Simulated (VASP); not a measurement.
The system is Si3P4.

```
Si P
1.0
     4.74907    0.00000    0.00000
     0.00000    4.74907    0.00000
     0.00000    0.00000    6.46947
Si P
3 4
Direct
  0.00000 0.50000 0.50000
  0.50000 0.00000 0.50000
  0.00000 0.00000 0.50000
  0.70143 0.70143 0.50000
  0.29857 0.29857 0.50000
  0.29857 0.70143 0.50000
  0.70143 0.29857 0.50000
```

The cell was built by a generator and needn't be a form met in nature.

| Quantity | Value |
| --- | --- |
| Program | VASP 6.6.1 |
| Task | relaxation of cell and atoms |
| Functional | PBE |
| Potentials or basis | VASP PAW PBE potentials, release 64 (Si, P) |
| Cutoff | 520 eV |
| k mesh | 3 × 3 × 2 |
| Occupations | gaussian, width 0.15 eV |
| Spin | no spin polarisation |

At the start: pressure 125.2 GPa; volume 20.84 Å³/atom.

**Question.** How do energy, volume and symmetry change on relaxing?

**Answer.** Over 19 steps the energy falls by 5672.3 meV/atom and the volume is 39.53 Å³/atom (+89.7 %); space group P4/mmm (No. 123, to 0.05 Å).

The path:
```
step  energy change (eV)  largest force (eV/Å)  pressure (GPa)  volume (Å³)
   1              0.0000                2.8483          125.23       145.91
   2            -16.4276                0.5225           -3.83       691.88
   3            -20.0497                0.6018           -4.72       601.94
   4            -23.7900                0.6117           -5.67       523.73
   5            -36.5881                0.4633           -4.32       305.71
   6            -35.4438                1.5752           13.28       218.53
   7            -37.4581                0.9533           -1.86       276.53
   8            -37.5819                1.2810            0.58       260.62
   9            -37.5868                1.2225            0.11       263.50
  10            -37.8039                0.9453           -0.46       264.67
  11            -38.3064                1.0422           -1.78       268.16
  12            -39.4465                0.8746           -1.36       275.20
  13            -31.4061               12.0740           14.05       289.50
  14            -39.6056                0.6502           -1.02       276.14
  15            -39.6843                0.3427            0.01       278.71
  16            -39.7035                0.1020           -0.45       277.76
  17            -39.7045                0.0253           -0.31       278.05
  18            -39.6565                0.4371            1.49       269.87
  19            -39.7064                0.0747           -0.05       276.74
```

Final structure:
```xyz
7
Lattice="6.5575 0.0000 0.0000 0.0000 6.5575 0.0000 0.0000 0.0000 6.4358" Properties=species:S:1:pos:R:3 pbc="T T T"
Si    0.0000    3.2787    3.2179
Si    3.2787    0.0000    3.2179
Si    0.0000    0.0000    3.2179
P     4.9708    4.9708    3.2179
P     1.5867    1.5867    3.2179
P     1.5867    4.9708    3.2179
P     4.9708    1.5867    3.2179
```

Caveat: the k mesh is coarse (spacing up to 0.49 Å⁻¹), so the values aren't converged; the volume moved by over 15 % at a fixed basis, so the end points are rough.
